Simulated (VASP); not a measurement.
# SiNi: cell size and functional, part 2 of 3

Which functional gives which lattice for SiNi? The starting structure is a measured crystal structure from the Crystallography Open Database. The first relaxation on each setting starts from this cell expanded by 3 % in volume.

VASP 6.6.1.

Results so far: PBEsol 11.82 Å³ an atom; LDA 11.54 Å³ an atom.

## Step 4: Relaxation with PBE

Level of this step: PBE, spin-polarised from an antiferromagnetic start; plane waves and PAW (Ni, Si) (VASP).

PBE, the usual starting point, adds the gradient of the density. This run starts from the cell of an earlier relaxation, which isn't shown; the restart sets up the plane waves anew.

Contents of INCAR:

```
SYSTEM = SiNi
PREC = Accurate
ENCUT = 450
EDIFF = 1E-06
NELM = 100
ISMEAR = 0
SIGMA = 0.05
LREAL = .FALSE.
ALGO = Normal
GGA = PE
NBANDS = 40
ISPIN = 2
MAGMOM = 1 -1 1 -1 0 0 0 0
LASPH = .TRUE.
LMAXMIX = 4
LORBIT = 11
LWAVE = .FALSE.
LCHARG = .FALSE.
KPAR = 8
IBRION = 2
NSW = 50
ISIF = 3
EDIFFG = -0.006
```

Contents of POSCAR:

```
SiNi
1.0
    5.2057767029      0.0000000000      0.0000000000
    0.0000000000      3.3329951184      0.0000000000
    0.0000000000      0.0000000000      5.6344259631
Ni Si
4 4
Direct
    0.9920109700      0.7500000000      0.8118049615
    0.5079890300      0.2500000000      0.3118049615
    0.4920109700      0.7500000000      0.6881950385
    0.0079890300      0.2500000000      0.1881950385
    0.6794191404      0.2500000000      0.9182236782
    0.8205808596      0.7500000000      0.4182236782
    0.1794191404      0.2500000000      0.5817763218
    0.3205808596      0.7500000000      0.0817763218
```

Contents of KPOINTS:

```
Automatic mesh
0
Gamma
6 8 6
0 0 0
```

PAW data sets: Ni and Si (PBE family, release 64).

Started as:

```sh
mpirun -np 8 vasp_std
```

Log:

```text
[banner, memory and clock lines left out]
running    8 mpi-ranks, on    1 nodes
[...]
[... a notice as in an earlier step ...]

 LDA part: xc-table for (Slater+PW92), standard interpolation
 POSCAR, INCAR and KPOINTS ok, starting setup
[...]
entering main loop
       N       E                     dE             d eps       ncg     rms          rms(c)
DAV:   1     0.344530941020E+03    0.34453E+03   -0.21851E+04 12800   0.147E+03
DAV:   2    -0.255950529924E+02   -0.37013E+03   -0.35156E+03 12880   0.330E+02
DAV:   3    -0.534413641672E+02   -0.27846E+02   -0.26857E+02 14920   0.108E+02
DAV:   4    -0.542637829494E+02   -0.82242E+00   -0.81929E+00 15208   0.173E+01
[...]
DAV:  14    -0.475996621676E+02    0.17912E-04   -0.36719E-05 16968   0.858E-02    0.347E-02
DAV:  15    -0.475996546010E+02    0.75666E-05   -0.18003E-05 20192   0.399E-02    0.111E-02
DAV:  16    -0.475996537848E+02    0.81624E-06   -0.26875E-06 10544   0.119E-02
   1 F= -.47599654E+02 E0= -.47599126E+02  d E =-.475997E+02  mag=    -0.0000
[...]
DAV:   3    -0.475996651613E+02    0.73875E-03   -0.19976E-03 14472   0.719E-01    0.289E-02
DAV:   4    -0.475996606664E+02    0.44949E-05   -0.83967E-05 13912   0.465E-02    0.134E-02
DAV:   5    -0.475996581640E+02    0.25023E-05   -0.59149E-06 15072   0.320E-02    0.379E-03
DAV:   6    -0.475996580173E+02    0.14670E-06   -0.96722E-07  7968   0.659E-03
   2 F= -.47599658E+02 E0= -.47599131E+02  d E =-.423258E-05  mag=    -0.0000
 trial-energy change:   -0.000004  1 .order   -0.000002   -0.000034    0.000029
 step:   0.5384(harm=  0.5384)  dis= 0.00013  next Energy=   -47.599663 (dE=-0.916E-05)
[...]
N       E                     dE             d eps       ncg     rms          rms(c)
DAV:   1    -0.475997360923E+02   -0.77928E-04   -0.89695E-04 14872   0.319E-01    0.791E-02
DAV:   2    -0.475998190829E+02   -0.82991E-04   -0.10693E-03 14696   0.498E-01    0.102E-01
DAV:   3    -0.475996643877E+02    0.15470E-03   -0.42111E-04 14456   0.330E-01    0.135E-02
DAV:   4    -0.475996621341E+02    0.22537E-05   -0.17477E-05 13840   0.216E-02    0.600E-03
DAV:   5    -0.475996616144E+02    0.51969E-06   -0.10304E-06  7408   0.147E-02
   3 F= -.47599662E+02 E0= -.47599134E+02  d E =-.782962E-05  mag=    -0.0000
[...]
reached required accuracy - stopping structural energy minimisation
```

The job ended after 2.2 min (8 MPI ranks of AMD EPYC 7R13 (Zen 3), shared host; peak memory 3.7 GiB).

From OUTCAR (step 4):

```text
  Total        0.0419658      0.0068010      0.0445888     -0.0000000      0.0000000      0.0000000
  in kB        0.6879664      0.1114929      0.7309675     -0.0000000      0.0000000      0.0000000
  external PRESSURE =       0.5101423 kB  Pullay stress =       0.0000000 kB

 POSITION                                       TOTAL-FORCE (eV/Angst)
 -----------------------------------------------------------------------------------
      5.16393      2.49920      4.57376        -0.000404      0.000000     -0.002172
      2.64435      0.83307      1.75665         0.000404     -0.000000     -0.002172
      2.56117      2.49920      3.87757        -0.000404      0.000000      0.002172
      0.04159      0.83307      1.06046         0.000404     -0.000000      0.002172
      3.53672      0.83307      5.17349         0.000348     -0.000000      0.001663
      4.27157      2.49920      2.35638        -0.000348      0.000000      0.001663
      0.93396      0.83307      3.27784         0.000348     -0.000000     -0.001663
      1.66881      2.49920      0.46073        -0.000348      0.000000     -0.001663
 -----------------------------------------------------------------------------------
    total drift:                                0.000000      0.000000     -0.000000

  FREE ENERGIE OF THE ION-ELECTRON SYSTEM (eV)
  ---------------------------------------------------
  free  energy   TOTEN  =       -47.5996616144 eV

  energy  without entropy=      -47.5986066481  energy(sigma->0) =      -47.59913413

 magnetization (x)
# of ion       s       p       d       tot
------------------------------------------
    1        0.000   0.000   0.000   0.000
    2       -0.000  -0.000  -0.000  -0.000
    3        0.000   0.000   0.000   0.000
    4       -0.000  -0.000  -0.000  -0.000
    5       -0.000  -0.000   0.000  -0.000
    6        0.000   0.000   0.000   0.000
    7       -0.000  -0.000   0.000  -0.000
    8        0.000   0.000   0.000   0.000
--------------------------------------------------
tot          0.000   0.000   0.000   0.000

[... 2 parts as in an earlier step ...]

[... 2 further parts left out ...]
[key lines of the parts left out:]
E-fermi :  10.2914
```

With PBE the relaxed cell holds 12.217 Å³ an atom, +1.04 % against the measured cell, with a = 5.206 Å, b = 3.332 Å and c = 5.634 Å. That is +3.35 % from PBEsol.

## Step 5: Relaxation with PBEsol + D3(BJ)

D3 with Becke-Johnson damping keeps a finite attraction at short range. This run starts from the cell of an earlier relaxation, which isn't shown; the restart sets up the plane waves anew.

INCAR, as its differences from that of step 4:

```diff
@@ -9,3 +9,4 @@
 ALGO = Normal
-GGA = PE
+GGA = PS
+IVDW = 12
 NBANDS = 40
```

Contents of POSCAR:

```
SiNi
1.0
    5.1068032426      0.0000000000      0.0000000000
    0.0000000000      3.2748757982      0.0000000000
    0.0000000000      0.0000000000      5.4902209814
Ni Si
4 4
Direct
    0.9900635194      0.7500000000      0.8140175955
    0.5099364806      0.2500000000      0.3140175955
    0.4900635194      0.7500000000      0.6859824045
    0.0099364806      0.2500000000      0.1859824045
    0.6781399662      0.2500000000      0.9160685022
    0.8218600338      0.7500000000      0.4160685022
    0.1781399662      0.2500000000      0.5839314978
    0.3218600338      0.7500000000      0.0839314978
```

KPOINTS is that of step 4.

Started as:

```sh
mpirun -np 8 vasp_std
```

Log:

```text
[banner, memory and clock lines left out]
running    8 mpi-ranks, on    1 nodes
[...]
[... a notice as in an earlier step ...]

 [... a notice as in an earlier step ...]

 LDA part: xc-table for (Slater+PW92), standard interpolation
 POSCAR, INCAR and KPOINTS ok, starting setup
[...]
entering main loop
       N       E                     dE             d eps       ncg     rms          rms(c)
DAV:   1     0.347799708742E+03    0.34780E+03   -0.21753E+04 12808   0.149E+03
DAV:   2    -0.295410968921E+02   -0.37734E+03   -0.35781E+03 12888   0.336E+02
DAV:   3    -0.589086912984E+02   -0.29368E+02   -0.28377E+02 14776   0.112E+02
DAV:   4    -0.597706657830E+02   -0.86197E+00   -0.85859E+00 15280   0.181E+01
[...]
DAV:  14    -0.522103738888E+02    0.56314E-05   -0.24231E-05 17488   0.644E-02    0.301E-02
DAV:  15    -0.522103679195E+02    0.59693E-05   -0.13702E-05 19968   0.356E-02    0.840E-03
DAV:  16    -0.522103678256E+02    0.93877E-07   -0.20247E-06  9432   0.107E-02
[...]
DAV:   4    -0.522061036504E+02    0.25319E-04   -0.30407E-04 13552   0.832E-02    0.249E-02
DAV:   5    -0.522060935869E+02    0.10063E-04   -0.16916E-05 17480   0.537E-02    0.870E-03
DAV:   6    -0.522060929608E+02    0.62612E-06   -0.28842E-06 10208   0.130E-02
   2 F= -.55670988E+02 E0= -.55670500E+02  d E =-.119817E-04  mag=    -0.0000
 trial-energy change:   -0.000012  1 .order   -0.000008   -0.000096    0.000080
 step:   0.5469(harm=  0.5469)  dis= 0.00008  next Energy=   -55.671002 (dE=-0.263E-04)
[...]
N       E                     dE             d eps       ncg     rms          rms(c)
DAV:   1    -0.522083657361E+02   -0.22721E-02   -0.28867E-03 14312   0.679E-01    0.161E-01
DAV:   2    -0.522086246401E+02   -0.25890E-03   -0.41121E-03 14600   0.101E+00    0.187E-01
DAV:   3    -0.522080646045E+02    0.56004E-03   -0.15559E-03 14520   0.648E-01    0.267E-02
DAV:   4    -0.522080571554E+02    0.74491E-05   -0.60123E-05 13488   0.386E-02    0.105E-02
DAV:   5    -0.522080553188E+02    0.18366E-05   -0.28847E-06 12144   0.230E-02    0.358E-03
DAV:   6    -0.522080552988E+02    0.19959E-07   -0.11309E-06  8376   0.645E-03
   3 F= -.55671006E+02 E0= -.55670520E+02  d E =-.308638E-04  mag=    -0.0000
[...]
reached required accuracy - stopping structural energy minimisation
```

Wall time 1.9 min (8 MPI ranks); peak memory 3.6 GiB.

OUTCAR, selected parts (step 5):

```text
 Edisp (eV)   -3.46489

 Edisp (eV)   -3.46295

  Total       0.00902     0.01352    -0.00733     0.00000     0.00000     0.00000
  in kB       0.15747     0.23601    -0.12796     0.00000     0.00000     0.00000
  external pressure =        0.09 kB  Pullay stress =        0.00 kB

 POSITION                                       TOTAL-FORCE (eV/Angst)
 -----------------------------------------------------------------------------------
      5.05506      2.45570      4.46776         0.000490      0.000000     -0.000142
      2.60354      0.81857      1.72345        -0.000490      0.000000     -0.000142
      2.50219      2.45570      3.76518         0.000490     -0.000000      0.000142
      0.05068      0.81857      1.02087        -0.000490     -0.000000      0.000142
      3.46247      0.81857      5.02789         0.001236     -0.000000     -0.003140
      4.19613      2.45570      2.28357        -0.001236     -0.000000     -0.003140
      0.90960      0.81857      3.20505         0.001236     -0.000000      0.003140
      1.64326      2.45570      0.46074        -0.001236     -0.000000      0.003140
 -----------------------------------------------------------------------------------
    total drift:                                0.000000      0.000000     -0.000000

  FREE ENERGIE OF THE ION-ELECTRON SYSTEM (eV)
  ---------------------------------------------------
  free  energy   TOTEN  =       -55.6710064985 eV

  energy  without entropy=      -55.6700331418  energy(sigma->0) =      -55.67051982

 magnetization (x)
# of ion       s       p       d       tot
------------------------------------------
    1        0.000   0.000  -0.000  -0.000
    2       -0.000  -0.000   0.000   0.000
    3        0.000   0.000  -0.000  -0.000
    4       -0.000  -0.000   0.000   0.000
    5       -0.000  -0.000   0.000  -0.000
    6        0.000   0.000   0.000   0.000
    7       -0.000  -0.000   0.000  -0.000
    8        0.000   0.000   0.000   0.000
--------------------------------------------------
tot          0.000   0.000   0.000   0.000

[... 2 parts as in an earlier step ...]

[... 2 further parts left out ...]
[key lines of the parts left out:]
E-fermi :  11.1446
```

With PBEsol + D3(BJ) the relaxed cell holds 11.470 Å³ an atom, -5.14 % against the measured cell, with a = 5.106 Å, b = 3.274 Å and c = 5.489 Å. That is -2.97 % from PBEsol.

## Step 6: Relaxation with r2SCAN

r2SCAN adds the kinetic-energy density, costs more than a GGA and is run with LASPH. This run starts from the cell of an earlier relaxation, which isn't shown; the restart sets up the plane waves anew.

INCAR, as its differences from that of step 5:

```diff
@@ -9,4 +9,4 @@
 ALGO = Normal
-GGA = PS
-IVDW = 12
+METAGGA = R2SCAN
+LASPH = .TRUE.
 NBANDS = 40
@@ -14,3 +14,2 @@
 MAGMOM = 1 -1 1 -1 0 0 0 0
-LASPH = .TRUE.
 LMAXMIX = 4
```

Contents of POSCAR:

```
SiNi
1.0
    5.1518327994      0.0000000000      0.0000000000
    0.0000000000      3.3035923114      0.0000000000
    0.0000000000      0.0000000000      5.5923028476
Ni Si
4 4
Direct
    0.9925482547      0.7500000000      0.8111730066
    0.5074517453      0.2500000000      0.3111730066
    0.4925482547      0.7500000000      0.6888269934
    0.0074517453      0.2500000000      0.1888269934
    0.6793772888      0.2500000000      0.9189961502
    0.8206227112      0.7500000000      0.4189961502
    0.1793772888      0.2500000000      0.5810038498
    0.3206227112      0.7500000000      0.0810038498
```

KPOINTS is that of step 5.

Started as:

```sh
mpirun -np 8 vasp_std
```

Log:

```text
[banner, memory and clock lines left out]
running    8 mpi-ranks, on    1 nodes
[...]
[... a notice as in an earlier step ...]

 [... a notice as in an earlier step ...]

 LDA part: xc-table for (None), standard interpolation
 POSCAR, INCAR and KPOINTS ok, starting setup
[...]
entering main loop
       N       E                     dE             d eps       ncg     rms          rms(c)
DAV:   1     0.312500489753E+03    0.31250E+03   -0.22679E+04 12800   0.154E+03
DAV:   2    -0.689930121716E+02   -0.38149E+03   -0.36214E+03 12816   0.342E+02
DAV:   3    -0.987921872688E+02   -0.29799E+02   -0.28845E+02 14736   0.116E+02
DAV:   4    -0.996007047133E+02   -0.80852E+00   -0.80545E+00 15232   0.179E+01
[...]
DAV:  15    -0.866859704910E+02   -0.42455E-05   -0.11084E-05 15888   0.309E-02    0.814E-03
DAV:  16    -0.866859725963E+02   -0.21053E-05   -0.44771E-06 14008   0.210E-02    0.385E-03
DAV:  17    -0.866859729482E+02   -0.35195E-06   -0.59066E-07  7600   0.505E-03
   1 F= -.86685973E+02 E0= -.86685521E+02  d E =-.866860E+02  mag=    -0.0000
[...]
reached required accuracy - stopping structural energy minimisation
```

Run time: 3.1 min. Hardware: 8 MPI ranks; peak memory 3.6 GiB; 25 min of CPU time.

Parts of OUTCAR (step 6):

```text
  Total       -0.0292884     -0.0417836     -0.0300311      0.0000000      0.0000000      0.0000000
  in kB       -0.4930234     -0.7033599     -0.5055250      0.0000000      0.0000000      0.0000000
  external PRESSURE =      -0.5673028 kB  Pullay stress =       0.0000000 kB

 POSITION                                       TOTAL-FORCE (eV/Angst)
 -----------------------------------------------------------------------------------
      5.11344      2.47769      4.53633         0.001304     -0.000000      0.000234
      2.61431      0.82590      1.74017        -0.001304      0.000000      0.000234
      2.53753      2.47769      3.85213         0.001304     -0.000000     -0.000234
      0.03839      0.82590      1.05598        -0.001304     -0.000000     -0.000234
      3.50004      0.82590      5.13930        -0.005559     -0.000000      0.001939
      4.22771      2.47769      2.34315         0.005559     -0.000000      0.001939
      0.92412      0.82590      3.24915        -0.005559     -0.000000     -0.001939
      1.65179      2.47769      0.45300         0.005559     -0.000000     -0.001939
 -----------------------------------------------------------------------------------
    total drift:                                0.000000     -0.000000      0.000000

  FREE ENERGIE OF THE ION-ELECTRON SYSTEM (eV)
  ---------------------------------------------------
  free  energy   TOTEN  =       -86.6859729482 eV

  energy  without entropy=      -86.6850696850  energy(sigma->0) =      -86.68552132

 magnetization (x)
# of ion       s       p       d       tot
------------------------------------------
    1       -0.000  -0.000   0.000  -0.000
    2        0.000   0.000  -0.000   0.000
    3       -0.000  -0.000   0.000  -0.000
    4        0.000   0.000  -0.000   0.000
    5        0.000   0.000   0.000   0.000
    6       -0.000  -0.000   0.000  -0.000
    7        0.000   0.000   0.000   0.000
    8       -0.000  -0.000   0.000  -0.000
--------------------------------------------------
tot          0.000   0.000   0.000   0.000

[... 2 parts as in an earlier step ...]

[... 2 further parts left out ...]
[key lines of the parts left out:]
E-fermi :  10.6272
```

With r2SCAN the relaxed cell holds 11.897 Å³ an atom, -1.60 % against the measured cell, with a = 5.152 Å, b = 3.304 Å and c = 5.592 Å. That is +0.65 % from PBEsol.

(Continued in part 3 of 3.)

[Lines on the potential files, build, host, timing and source positions are cut from VASP's logs without a mark.]

[Logs are printed without paths, hosts, clocks, repeated set-up lines and the standing remarks that a program may print on its own settings, such as how far it seeks lower states.]

[Hosts, paths, dates, database ids (printed as entryN), source tags and the programs' standing remarks are cut or masked in the printed files.]
